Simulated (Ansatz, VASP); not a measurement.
# Si64Ge7 (amorphous Si0.9Ge0.1): VASP beside Ansatz, part 3 of 4

Aim: how closely do two programs agree when they are given the same cell, functional and k mesh? Of the first pair: The cell is taken from a series of runs on this material, whose earlier steps may have relaxed, scaled, displaced or heated it; both programs get it as it stands.

VASP 6.6.1 and Ansatz 0.2.0.

So far. Step 4 (Comparison): The forces differ by 4.2 meV/Å r.m.s., which is 0.9 % of the r.m.s. force of 0.447 eV/Å (both taken over all components).

**6. VASP: single point, PBEsol, pair 2**

Level of this step: PBEsol; plane waves and PAW (Si, Ge_d) (VASP).

The same cell, functional, mesh and smearing now go to VASP, with its own data sets.

Input file INCAR:

```
SYSTEM = Si64Ge7
PREC = Accurate
ENCUT = 500
EDIFF = 1E-06
NELM = 120
ISMEAR = 0
SIGMA = 0.025
LREAL = Auto
ALGO = Normal
GGA = PS
NBANDS = 232
LORBIT = 11
LWAVE = .FALSE.
LCHARG = .FALSE.
ISIF = 2
LASPH = .TRUE.
GGA_COMPAT = .FALSE.
EFERMI = MIDGAP
NCORE = 2
```

Input file POSCAR:

```
Si64Ge7
1.0
   11.4616000000      0.0000000000      0.0000000000
    0.0000000000     11.4616000000      0.0000000000
    0.0000000000      0.0000000000     11.4616000000
Si Ge
64 7
Direct
    0.0214200000      0.6336700000      0.8479000000
    0.4668100000      0.7766400000      0.5063900000
    0.0438600000      0.3508600000      0.2250000000
    0.5665100000      0.5630700000      0.9435300000
    0.7189800000      0.5551300000      0.5490500000
    0.4911600000      0.7970500000      0.1103800000
    0.5480600000      0.9884300000      0.0542200000
    0.3273100000      0.6312900000      0.5192600000
    0.2452300000      0.4898500000      0.0312000000
    0.4979000000      0.5175400000      0.2828000000
    0.8995800000      0.9185000000      0.6537200000
    0.2193100000      0.2483700000      0.2108600000
    0.2107800000      0.1324500000      0.0442800000
    0.0708000000      0.0532300000      0.4467400000
    0.6914100000      0.2695300000      0.9377300000
    0.8440300000      0.8695100000      0.1756600000
    0.5094200000      0.1247300000      0.5216200000
    0.5768500000      0.4370000000      0.4602600000
    0.1956400000      0.8976900000      0.4805600000
    0.5013400000      0.2577500000      0.0233700000
    0.9729600000      0.1084600000      0.6171900000
    0.1390000000      0.9427400000      0.8634700000
    0.0446600000      0.2124500000      0.9419300000
    0.8531400000      0.1645200000      0.0217000000
    0.3027600000      0.5928600000      0.3145000000
    0.3552500000      0.3564100000      0.7457600000
    0.7620500000      0.9784700000      0.0168000000
    0.6089500000      0.6270000000      0.1412700000
    0.8460900000      0.6481700000      0.4088800000
    0.2835000000      0.9028300000      0.2970100000
    0.4167900000      0.0688900000      0.3482700000
    0.1387300000      0.4681000000      0.3672200000
    0.4023900000      0.4445100000      0.5667900000
    0.4986100000      0.8615100000      0.3230200000
    0.0536600000      0.4065100000      0.0279200000
    0.5208000000      0.0306100000      0.6960900000
    0.7429100000      0.4652800000      0.8882300000
    0.9002900000      0.5522500000      0.9987400000
    0.1214600000      0.1442900000      0.7585100000
    0.7718000000      0.9577300000      0.8131700000
    0.8165100000      0.4391300000      0.6935400000
    0.7066900000      0.1498700000      0.3093800000
    0.4123500000      0.4259600000      0.9308400000
    0.0219900000      0.5820200000      0.4940500000
    0.5365800000      0.1416500000      0.1929200000
    0.2396000000      0.3409100000      0.4970000000
    0.4907000000      0.7546800000      0.9041200000
    0.3944100000      0.0978900000      0.9469400000
    0.0520100000      0.8047300000      0.7358000000
    0.6400400000      0.7389100000      0.6025800000
    0.2977500000      0.7437300000      0.1677000000
    0.8152200000      0.6600000000      0.1866400000
    0.2384200000      0.1648700000      0.3937600000
    0.1512900000      0.9797500000      0.1607100000
    0.1557500000      0.3410600000      0.6872700000
    0.6858400000      0.1433400000      0.7715900000
    0.1473000000      0.7221800000      0.5686400000
    0.3468000000      0.1449800000      0.7451800000
    0.8043400000      0.2384000000      0.6318600000
    0.6643600000      0.2503800000      0.4788100000
    0.0156300000      0.4948200000      0.6874500000
    0.7888300000      0.8340600000      0.4978100000
    0.9795700000      0.0123500000      0.2665600000
    0.6069400000      0.8505500000      0.7687900000
    0.3516700000      0.9072000000      0.6215800000
    0.1993400000      0.6852700000      0.9649500000
    0.0511800000      0.8403900000      0.0390400000
    0.3041700000      0.8157900000      0.8180100000
    0.8925200000      0.1980300000      0.2226800000
    0.3614700000      0.3985600000      0.1810400000
    0.7051400000      0.9363300000      0.3319400000
```

Input file KPOINTS:

```
Automatic mesh
0
Gamma
1 1 1
0 0 0
```

Potentials, in the order of the species: Si and Ge_d (PBE family, release 64).

The run is started by

```console
mpirun -np 8 vasp_gam
```

Numbers of over 12 decimals in the logs are rounded to 6 here.

The program printed:

```text
[banner, memory and clock lines left out]
running    8 mpi-ranks, on    1 nodes
[...]
[... a notice as in an earlier step ...]

 LDA part: xc-table for (Slater+PW92), standard interpolation
 POSCAR, INCAR and KPOINTS ok, starting setup
[...]
entering main loop
       N       E                     dE             d eps       ncg     rms          rms(c)
DAV:   1     0.441409822168E+04    0.44141E+04   -0.12944E+05   616   0.202E+03
DAV:   2     0.602188764354E+03   -0.38119E+04   -0.36216E+04   472   0.574E+02
DAV:   3    -0.281588776897E+03   -0.88378E+03   -0.81476E+03   552   0.191E+02
DAV:   4    -0.387522097836E+03   -0.10593E+03   -0.10177E+03   608   0.689E+01
[...]
DAV:  17    -0.383698256295E+03   -0.25848E-05   -0.58142E-06   464   0.947E-03    0.270E-03
DAV:  18    -0.383698257393E+03   -0.10987E-05   -0.35515E-06   376   0.431E-03    0.122E-03
DAV:  19    -0.383698257352E+03    0.41306E-07   -0.29199E-07   328   0.329E-03
   1 F= -.38369826E+03 E0= -.38369826E+03  d E =-.151355E-19
```

From OUTCAR (step 6):

```text
 POSITION                                       TOTAL-FORCE (eV/Angst)
 -----------------------------------------------------------------------------------
      0.24551      7.26287      9.71829        -0.007275     -0.003127     -0.006758
      5.35039      8.90154      5.80404        -0.009425      0.003846     -0.000802
      0.50271      4.02142      2.57886        -0.009783      0.002353      0.010497
      6.49311      6.45368     10.81436         0.008781     -0.014952     -0.011888
      8.24066      6.36268      6.29299        -0.007541      0.001196     -0.003259
      5.62948      9.13547      1.26513         0.001562     -0.000248      0.017470
      6.28164     11.32899      0.62145         0.008341     -0.007528     -0.000257
      3.75150      7.23559      5.95155        -0.002387     -0.000536      0.003148
      2.81073      5.61446      0.35760        -0.003479      0.002328     -0.001914
      5.70673      5.93184      3.24134         0.001530     -0.000465      0.000836
     10.31063     10.52748      7.49268        -0.006047     -0.009318     -0.002162
      2.51364      2.84672      2.41679         0.009016      0.002470      0.003828
      2.41588      1.51809      0.50752         0.005136     -0.005060     -0.008768
      0.81148      0.61010      5.12036        -0.005207      0.001293      0.001409
[...]
-----------------------------------------------------------------------------------
    total drift:                                0.001331     -0.016785      0.040949

  FREE ENERGIE OF THE ION-ELECTRON SYSTEM (eV)
  ---------------------------------------------------
  free  energy   TOTEN  =      -383.6982573519 eV

  energy  without entropy=     -383.6982573519  energy(sigma->0) =     -383.69825735
```

The run ends at a pressure of -1.49 GPa, with forces up to 0.028 eV/Å.

**7. Side by side**

The two programs side by side:

```tsv
quantity	Ansatz	VASP	difference
pressure (GPa)	-1.56	-1.49	-0.07
gap on the k mesh (eV)	0.325	0.324	0.000
```

The largest component of a force difference here is 13 meV/Å. A gap on the mesh is an upper bound, since the band edges may lie between its points.

**8. Ansatz: relaxation, PBEsol**

The two programs are compared at the cell with which this relaxation starts, whose forces are those of its first step.

The structure compared here is the start of the Ansatz relaxation; VASP solves that cell, so the two are compared at the walk's first step.

Input file input.yaml:

```yaml
crystal:
  lattice:
    - [11.4616, 0.0, 0.0]
    - [0.0, 11.4616, 0.0]
    - [0.0, 0.0, 11.4616]
  atoms:
    - { symbol: Si, position: [0.02413, 0.66637, 0.88462] }
    - { symbol: Si, position: [0.488, 0.76185, 0.5122] }
    - { symbol: Si, position: [0.06681, 0.3376, 0.22424] }
    - { symbol: Si, position: [0.59847, 0.56246, 0.91641] }
    - { symbol: Si, position: [0.74813, 0.54738, 0.51892] }
    - { symbol: Si, position: [0.50182, 0.79284, 0.11775] }
    - { symbol: Si, position: [0.58356, 0.97429, 0.04151] }
    - { symbol: Si, position: [0.32502, 0.61986, 0.48732] }
    - { symbol: Si, position: [0.26723, 0.47708, 0.99737] }
    - { symbol: Si, position: [0.48601, 0.50874, 0.26478] }
    - { symbol: Si, position: [0.90057, 0.92195, 0.64656] }
    - { symbol: Si, position: [0.25348, 0.24321, 0.2428] }
    - { symbol: Si, position: [0.19792, 0.09512, 0.08873] }
    - { symbol: Si, position: [0.05341, 0.1305, 0.43326] }
    - { symbol: Si, position: [0.6916, 0.24231, 0.92965] }
    - { symbol: Si, position: [0.8128, 0.83435, 0.17186] }
    - { symbol: Si, position: [0.43303, 0.21406, 0.50356] }
    - { symbol: Si, position: [0.5795, 0.4439, 0.43808] }
    - { symbol: Si, position: [0.1329, 0.93996, 0.41804] }
    - { symbol: Si, position: [0.50971, 0.25565, 0.01926] }
    - { symbol: Si, position: [0.95361, 0.125, 0.61986] }
    - { symbol: Si, position: [0.11538, 0.94209, 0.82281] }
    - { symbol: Si, position: [0.04635, 0.20769, 0.97777] }
    - { symbol: Si, position: [0.85556, 0.16008, 0.04111] }
    - { symbol: Si, position: [0.28996, 0.60323, 0.28233] }
    - { symbol: Si, position: [0.33812, 0.36042, 0.74148] }
    - { symbol: Si, position: [0.79985, 0.9594, 0.00419] }
    - { symbol: Si, position: [0.61146, 0.60331, 0.12818] }
    - { symbol: Si, position: [0.90804, 0.62165, 0.37989] }
    - { symbol: Si, position: [0.31869, 0.92636, 0.31788] }
    - { symbol: Si, position: [0.39949, 0.11684, 0.30732] }
    - { symbol: Si, position: [0.09366, 0.51606, 0.33021] }
    - { symbol: Si, position: [0.40291, 0.42493, 0.54759] }
    - { symbol: Si, position: [0.50974, 0.84914, 0.32957] }
    - { symbol: Si, position: [0.07499, 0.40776, 0.02847] }
    - { symbol: Si, position: [0.46764, 0.09262, 0.66808] }
    - { symbol: Si, position: [0.7593, 0.43876, 0.90052] }
    - { symbol: Si, position: [0.91229, 0.53365, 0.00612] }
    - { symbol: Si, position: [0.08934, 0.15295, 0.78315] }
    - { symbol: Si, position: [0.75948, 0.94806, 0.79657] }
    - { symbol: Si, position: [0.80118, 0.43956, 0.69748] }
    - { symbol: Si, position: [0.72097, 0.13683, 0.32526] }
    - { symbol: Si, position: [0.4397, 0.42503, 0.89832] }
    - { symbol: Si, position: [0.03262, 0.61541, 0.56443] }
    - { symbol: Si, position: [0.56229, 0.12713, 0.1906] }
    - { symbol: Si, position: [0.17421, 0.45536, 0.52194] }
    - { symbol: Si, position: [0.45833, 0.74059, 0.91165] }
    - { symbol: Si, position: [0.38011, 0.07026, 0.97502] }
    - { symbol: Si, position: [0.05592, 0.78681, 0.69039] }
    - { symbol: Si, position: [0.66688, 0.71968, 0.58959] }
    - { symbol: Si, position: [0.28739, 0.7777, 0.17053] }
    - { symbol: Si, position: [0.81574, 0.61433, 0.17835] }
    - { symbol: Si, position: [0.22566, 0.25435, 0.45835] }
    - { symbol: Si, position: [0.11467, 0.90183, 0.15317] }
    - { symbol: Si, position: [0.12996, 0.36173, 0.73074] }
    - { symbol: Si, position: [0.66969, 0.12026, 0.74723] }
    - { symbol: Si, position: [0.22115, 0.80427, 0.56489] }
    - { symbol: Si, position: [0.31216, 0.16279, 0.79408] }
    - { symbol: Si, position: [0.78488, 0.24162, 0.63516] }
    - { symbol: Si, position: [0.64734, 0.24966, 0.47364] }
    - { symbol: Si, position: [0.99266, 0.50774, 0.73119] }
    - { symbol: Si, position: [0.82649, 0.81668, 0.48369] }
    - { symbol: Si, position: [0.98631, 0.83012, 0.30818] }
    - { symbol: Si, position: [0.6553, 0.7524, 0.79731] }
    - { symbol: Ge, position: [0.39022, 0.89566, 0.65502] }
    - { symbol: Ge, position: [0.2324, 0.68851, 0.97519] }
    - { symbol: Ge, position: [0.99556, 0.86913, 0.97766] }
    - { symbol: Ge, position: [0.31004, 0.88157, 0.86225] }
    - { symbol: Ge, position: [0.91511, 0.18644, 0.2588] }
    - { symbol: Ge, position: [0.38195, 0.36698, 0.15006] }
    - { symbol: Ge, position: [0.70972, 0.92377, 0.34] }
kpoints:
  mp_grid: { grid: [1, 1, 1] }
hamiltonian:
  xc: pbesol
scf:
  occupations: { method: gaussian, width: 0.025 }
output:
  forces: true
relax:
  f_tol: 0.03
  max_steps: 200
```

The run is started by

```console
ansatz run input.yaml --threads 4 --pin off --max-ram 8192MiB --backend cpu --events-out ev --progress --plain --runs-dir out
```

The program printed:

```text
[...]
Crystal: 71 atoms, lattice volume = 1505.691 Å³
Basis set: ecut = 420 eV, 29423 PW (Γ), exchange–correlation on 160×160×160 points (8 copies of the dense FFT grid, shifted against one another)
Bands: 248, of which v1, the nominal top of the filled ones, is band 177 counted from 1 (176 counted from 0)
Symmetry: 1 space group operations
[...]
k-points: 1
[...]
SCF iter   1: F=—  HF=-69522.189148 eV  |F-HF|=—  |Δ(HF+E_count)|=         —  Δρ=5.11e-3  dr2=1.20e0  ethr=1.77e-3  ⟨swp⟩=6.0  Hψ=1089  notcnv=0  defer=28
[...]
- { symbol: Si, position: [1.015633, 0.494820, 0.687449] }
    - { symbol: Si, position: [0.788829, 0.834057, 0.497813] }
    - { symbol: Si, position: [0.979569, 1.012351, 0.266556] }
    - { symbol: Si, position: [0.606938, 0.850548, 0.768788] }
    - { symbol: Ge, position: [0.351667, 0.907199, 0.621578] }
    - { symbol: Ge, position: [0.199342, 0.685270, 0.964955] }
    - { symbol: Ge, position: [1.051179, 0.840387, 1.039042] }
    - { symbol: Ge, position: [0.304170, 0.815787, 0.818010] }
    - { symbol: Ge, position: [0.892522, 0.198032, 0.222680] }
    - { symbol: Ge, position: [0.361468, 0.398563, 0.181040] }
    - { symbol: Ge, position: [0.705139, 0.936331, 0.331937] }
```

[end of part 3 of 4]

[Lines on the potential files, build, host, timing and source positions are cut from VASP's logs without a mark.]

[Logs are printed without paths, hosts, clocks, repeated set-up lines and the standing remarks that a program may print on its own settings, such as how far it seeks lower states.]

[Hosts, paths, dates, database ids (printed as entryN), source tags and the programs' standing remarks are cut or masked in the printed files.]
